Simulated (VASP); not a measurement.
Consider the following.

```
CELL_PARAMETERS angstrom
      4.77814     0.00000     0.00000
      0.00000     4.77814     0.00000
      0.00000     0.00000     3.21387
ATOMIC_POSITIONS crystal
  Sn 0.00000 0.00000 0.00000
  Sn 0.50000 0.50000 0.50000
  O  0.30644 0.30644 0.00000
  O  0.80644 0.19356 0.50000
  O  0.19356 0.80644 0.50000
  O  0.69356 0.69356 0.00000
```

The numbers are results of AM05 GGA, VASP's PBE PAW potentials (set 64) (plane waves; VASP), not measurements. Settings: 520 eV cut-off, Gaussian smearing of 0.050 eV, potentials Sn_d O.

Unless said otherwise, spin-orbit coupling is left out, though it shifts the bands of the heavy elements here.

Q: Give the energies of bands 15 to 28 at the high-symmetry points, in eV from the valence-band maximum.

A: 
| band | Γ | X | M | Z | R | A |
|---|---|---|---|---|---|---|
| 15 | -8.14 | -6.57 | -5.55 | -7.23 | -6.93 | -7.98 |
| 16 | -4.05 | -6.57 | -5.55 | -7.23 | -6.93 | -7.98 |
| 17 | -4.05 | -3.11 | -3.88 | -4.22 | -5.55 | -4.97 |
| 18 | -3.94 | -3.11 | -3.88 | -4.22 | -5.55 | -4.97 |
| 19 | -3.04 | -2.95 | -3.03 | -3.78 | -4.19 | -2.58 |
| 20 | -2.05 | -2.95 | -3.03 | -3.78 | -4.19 | -2.58 |
| 21 | -1.98 | -1.96 | -1.96 | -2.65 | -1.72 | -2.46 |
| 22 | -1.27 | -1.96 | -1.96 | -2.65 | -1.72 | -2.46 |
| 23 | -1.27 | -1.23 | -1.35 | -1.61 | -1.07 | -0.96 |
| 24 | -0.78 | -1.23 | -1.35 | -1.61 | -1.07 | -0.96 |
| 25 | -0.78 | -0.63 | -0.89 | -1.24 | -0.74 | -0.82 |
| 26 | 0.00 | -0.63 | -0.89 | -1.24 | -0.74 | -0.82 |
| 27 | 0.93 | 4.12 | 4.51 | 5.82 | 6.10 | 4.53 |
| 28 | 5.85 | 4.12 | 4.51 | 5.82 | 6.10 | 4.53 |

The gap is direct, 0.93 eV, from the valence maximum at Γ to the conduction minimum at Γ.

The compound is SnO2 in the rutile structure. It was relaxed first.
